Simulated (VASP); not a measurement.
Write the native input for VASP 6.6.1 that does the following.

```yaml
Task: single point
Functional: PBE
Potentials_or_basis: VASP PAW PBE potentials, release 64 (O, H, Li_sv, Cl)
Cutoff: 520 eV
k_mesh: 1 × 1 × 1
Occupations: fermi-dirac, width 0.05 eV
Spin: no spin polarisation
Dipole_correction: no
Further_INCAR_settings: LREAL = Auto; ALGO = Normal; EDIFF = 1e-06; NBANDS = 45
```

The structure of LiH12ClO6 lies in POSCAR:

```
LiH12ClO6
1.0
    5.8635890000      0.0000000000      0.0000000000
    0.0000000000      5.8635890000      0.0000000000
    0.0000000000      0.0000000000      5.8635890000
O H Li Cl
6 12 1 1
Direct
    0.3163250357      0.4742829008      0.7408090847
    0.2201723211      0.8960552999      0.5130475550
    0.5555471231      0.5450245575      0.2362375671
    0.8126592774      0.3090939696      0.8216469469
    0.0330855386      0.6858256948      0.0736920681
    0.8285539795      0.0754827803      0.4063040571
    0.2861899086      0.6382780239      0.6848024307
    0.4810023349      0.4861868729      0.7158243867
    0.2826425931      1.0166299173      0.6126623131
    0.2739789573      0.9305563538      0.3578525030
    0.6611650305      0.6672875606      0.2042946734
    0.6336733356      0.4101924606      0.2974799223
    0.8577852234      0.2776285991      0.6635355923
    0.7260399731      0.1887581138      0.8832815533
    0.0530562425      0.8488998803      0.0620780208
   -0.0752099098      0.6442129556     -0.0292482983
    0.7183996013      0.0195102351      0.2934891924
    0.9238369197     -0.0591105550      0.4255073130
    0.2461291199      0.4601277477      0.0319428937
    0.4216189095      1.0234687322      0.0642268754
```

The cell was built by a generator and needn't be a form met in nature.

One way to write it, as run:

INCAR

```
SYSTEM = LiH12ClO6
PREC = Accurate
ENCUT = 520
EDIFF = 1E-6
ISMEAR = -1
SIGMA = 0.05
LREAL = Auto
LASPH = .TRUE.
NELM = 100
ALGO = Normal
ISIF = 2
LWAVE = .FALSE.
LCHARG = .FALSE.
GGA = PE
NBANDS = 45
```

KPOINTS

```
Automatic mesh
0
G
  1 1 1
  0 0 0
```

Potentials or basis: VASP PAW PBE potentials, release 64 (O, H, Li_sv, Cl).

Launch:

```console
$ cat potpaw_PBE.64/O/POTCAR potpaw_PBE.64/H/POTCAR potpaw_PBE.64/Li_sv/POTCAR potpaw_PBE.64/Cl/POTCAR > POTCAR
$ mpirun -np 1 vasp_gam > vasp.out
```

It gave:

- Largest force: 4.284 eV/Å
- Band gap on the k mesh: 4.54 eV, direct

It took 11 s on 1 thread of Intel(R) Xeon(R) 6975P-C (Granite Rapids), with other jobs on the host, peak memory 0.3 GiB.
